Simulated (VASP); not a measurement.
An input for Quantum ESPRESSO's pw.x (written as the equivalent of a VASP run, and not itself run):

```
&CONTROL
  calculation = 'vc-relax'
  pseudo_dir = './pseudo'
  outdir = './out'
  tprnfor = .true.
  tstress = .true.
  nstep = 40
  forc_conv_thr = 0.00078
/
&SYSTEM
  ibrav = 0
  nat = 2
  ntyp = 2
  ecutwfc = 102
  occupations = 'smearing'
  smearing = 'gaussian'
  degauss = 0.003675
  input_dft = 'pbesol'
/
&ELECTRONS
  conv_thr = 7.3e-08
  electron_maxstep = 100
/
&IONS
/
&CELL
  press = 450
/
ATOMIC_SPECIES
  Cd 112.414 Cd.upf
  Se 78.971 Se.upf
CELL_PARAMETERS angstrom
     0.0000000    2.7662742    2.7662742
     2.7662742    0.0000000    2.7662742
     2.7662742    2.7662742    0.0000000
ATOMIC_POSITIONS crystal
  Cd   0.0000000  0.0000000  0.0000000
  Se   0.2500000  0.2500000  0.2500000
K_POINTS automatic
  8 8 8 0 0 0
```

**Question.** Write the VASP files for the same calculation (PBEsol).

**Answer.** This is not unique; one that fits is 
### KPOINTS
```
Automatic mesh
0
G
  8 8 8
```

**POSCAR**
```
CdSe
1
    0.0000000000     2.7662742238     2.7662742238
    2.7662742238     0.0000000000     2.7662742238
    2.7662742238     2.7662742238     0.0000000000
Cd Se
1 1
Direct
  0.0000000000   0.0000000000   0.0000000000
  0.2500000000   0.2500000000   0.2500000000
```

### INCAR
```
ALGO = Normal
EDIFF = 1E-6
EDIFFG = -0.02
ENCUT = 500
GGA = PS
IBRION = 2
ISIF = 3
ISMEAR = 0
LASPH = T
LCHARG = F
LMAXMIX = 4
LREAL = F
LWAVE = F
NELM = 100
NSW = 40
PREC = Accurate
PSTRESS = 450
SIGMA = 0.05
SYSTEM = CdSe
```

POTCAR, in this order: Cd Se (PBE.64 set). Program: vasp_std.

Limits of the translation: the potentials are each code's own (VASP's PAW set, PseudoDojo norm-conserving files in pw.x), so ENCUT and ecutwfc are chosen apart and not converted; conv_thr bounds pw.x's estimated SCF error, while EDIFF bounds the energy change between steps; forc_conv_thr acts on force components and is met together with etot_conv_thr.

The structure was generated: CdSe was put into the zinc blende type (F-43m), which need not be its known phase. This run relaxes it under an external pressure of 45 GPa. Symmetry was kept, so distortions that lower it aren't found.
